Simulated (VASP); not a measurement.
OSZICAR of a VASP run on AlIn3N4 (ordered alloy cell):

### OSZICAR
```
       N       E                     dE             d eps       ncg     rms          rms(c)
DAV:   1     0.706644631573E+03    0.70664E+03   -0.29450E+04  3927   0.222E+03
DAV:   2     0.709353811579E+02   -0.63571E+03   -0.61499E+03  3999   0.552E+02
DAV:   3    -0.496996538520E+02   -0.12064E+03   -0.11705E+03  4794   0.230E+02
DAV:   4    -0.584559877148E+02   -0.87563E+01   -0.86872E+01  5116   0.618E+01
DAV:   5    -0.587083836120E+02   -0.25240E+00   -0.25194E+00  5244   0.105E+01    0.194E+01
DAV:   6    -0.498213066607E+02    0.88871E+01   -0.39189E+01  6199   0.666E+01    0.156E+01
DAV:   7    -0.500988788990E+02   -0.27757E+00   -0.46214E+00  4393   0.132E+01    0.458E+00
DAV:   8    -0.500156208403E+02    0.83258E-01   -0.40426E-01  6127   0.578E+00    0.289E+00
DAV:   9    -0.499839158083E+02    0.31705E-01   -0.82910E-02  6196   0.378E+00    0.583E-01
DAV:  10    -0.499819136878E+02    0.20021E-02   -0.12874E-02  6010   0.146E+00    0.364E-01
DAV:  11    -0.499821503793E+02   -0.23669E-03   -0.42946E-03  6119   0.458E-01    0.191E-01
DAV:  12    -0.499822180393E+02   -0.67660E-04   -0.32739E-04  5887   0.189E-01    0.574E-02
DAV:  13    -0.499822303422E+02   -0.12303E-04   -0.73203E-05  5775   0.105E-01    0.367E-02
DAV:  14    -0.499822271532E+02    0.31890E-05   -0.13010E-05  5983   0.328E-02    0.218E-02
DAV:  15    -0.499822263330E+02    0.82022E-06   -0.51531E-06  5906   0.140E-02    0.846E-03
DAV:  16    -0.499822262028E+02    0.13019E-06   -0.13414E-06  5524   0.931E-03    0.231E-03
DAV:  17    -0.499822261838E+02    0.19040E-07   -0.28739E-07  3649   0.461E-03
   1 F= -.49982226E+02 E0= -.49982226E+02  d E =0.000000E+00
```

Problem. Which electronic solver shows in the log?

Solution. It is blocked Davidson (ALGO = Normal, or the opening steps of other solvers). The INCAR had ALGO = Normal.

Problem. Can the final energy be trusted as converged?

Solution. The calculation finished and met its thresholds. It stopped with EDIFF = 1E-7, NELM = 100 (PBEsol GGA, plane waves, VASP's PBE PAW potentials (set 64)).

The structure was generated: AlIn3N4 was put into an ordered model structure (Pm), which need not be its known phase. It was relaxed first.
